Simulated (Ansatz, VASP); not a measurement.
**Two plane-wave programs on Ba3Y**

```
Ba Y
1.0
    -2.89564    2.89564    5.81267
     2.89564   -2.89564    5.81267
     2.89564    2.89564   -5.81267
Ba Y
3 1
Direct
  0.50000 0.50000 0.00000
  0.25000 0.75000 0.50000
  0.75000 0.25000 0.50000
  0.00000 0.00000 0.00000
```

Change from the starting cell: volume scaled by 0.94.

Alike in both runs: task single point; functional PBE; k mesh 7 × 7 × 7; occupations fermi-dirac, width 0.05 eV; no spin polarisation.

|  | VASP | Ansatz |
| --- | --- | --- |
| version | VASP 6.6.1 | Ansatz 0.2.0 |
| potentials or method | VASP PAW PBE potentials, release 64 (Ba_sv, Y_sv) | Ansatz PAW |
| plane-wave cutoff (eV) | 520 | 420 |
| valence electrons in the cell | 41 | 41 |

Ansatz gave:

```
gap on the k mesh at the Fermi level (eV)       : none
pressure (GPa)                                  : 0.7
largest component of the traceless stress (GPa) : 0.08
```

What did VASP give for the same quantities?

gap on the k mesh at the Fermi level (eV): none; pressure (GPa): 0.8; largest component of the traceless stress (GPa): 0.07.

A gap of «none» marks a metal or a gap that the smearing closes. With one functional, cell and mesh, what is left measures potentials, basis and numerics.

The runs have no spin-orbit coupling, so splittings on Ba are missing.
